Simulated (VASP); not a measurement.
**ReS: single point with PBEsol**

Crystal: ReS.

```
Re S
1.0
     0.00000    2.69184    2.69184
     2.69184    0.00000    2.69184
     2.69184    2.69184    0.00000
Re S
1 1
Direct
  0.00000 0.00000 0.00000
  0.25000 0.25000 0.25000
```

The cell comes from a database or a generator and needn't be the stable form of this composition.

* Program: VASP 6.6.1
* Task: single point
* Functional: PBEsol
* Potentials or basis: VASP PAW PBE potentials, release 64 (Re, S)
* Cutoff: 520 eV
* k mesh: 10 × 10 × 10
* Occupations: gaussian, width 0.05 eV
* Spin: collinear spin, typed start
* Starting moments: [2.0, 0.0] μB

The pressure is -16.1 GPa, the band gap on the k mesh is none (metal or under the smearing width) and the net moment is 0.17 μB per cell. The site moments are Re +0.15; S -0.00 μB. The valence electrons inside the program's atomic spheres are Re 5.93; S 3.61.

Levels at points of the mesh, in eV from the Fermi level:
Spin up:
| k point | band 3 | band 4 | band 5 | band 6 | band 7 | band 8 | band 9 | band 10 |
| --- | --- | --- | --- | --- | --- | --- | --- | --- |
| (0.00, 0.00, 0.00) | -5.83 | -5.83 | -1.03 | -1.03 | 0.88 | 4.34 | 4.34 | 4.34 |
| (0.50, 0.00, 0.00) | -5.40 | -5.40 | -0.59 | -0.59 | -0.57 | 2.10 | 2.10 | 3.54 |
| (0.50, 0.50, 0.00) | -4.58 | -4.58 | -2.08 | -0.80 | 0.09 | 0.53 | 0.53 | 6.90 |
Spin down:
| k point | band 2 | band 3 | band 4 | band 5 | band 6 | band 7 | band 8 | band 9 | band 10 | band 11 |
| --- | --- | --- | --- | --- | --- | --- | --- | --- | --- | --- |
| (0.00, 0.00, 0.00) | -5.80 | -5.80 | -5.80 | -0.91 | -0.91 | 0.92 | 4.37 | 4.37 | 4.37 | 7.69 |
| (0.50, 0.00, 0.00) | -6.56 | -5.36 | -5.36 | -0.51 | -0.48 | -0.48 | 2.14 | 2.14 | 3.58 | 8.47 |
| (0.50, 0.50, 0.00) | -7.14 | -4.55 | -4.55 | -2.02 | -0.70 | 0.23 | 0.59 | 0.59 | 6.95 | 7.67 |

It took 44 s on 1 thread of Intel(R) Xeon(R) Platinum 8488C (Sapphire Rapids) (shared host), peak memory 0.2 GiB.

Caveat: so large a pressure means that the cell lies far from this level's equilibrium, or that cutoff or potentials fall short; the potentials were made for another functional, which shifts forces and pressure. The run has no spin-orbit coupling, so splittings on Re are missing.
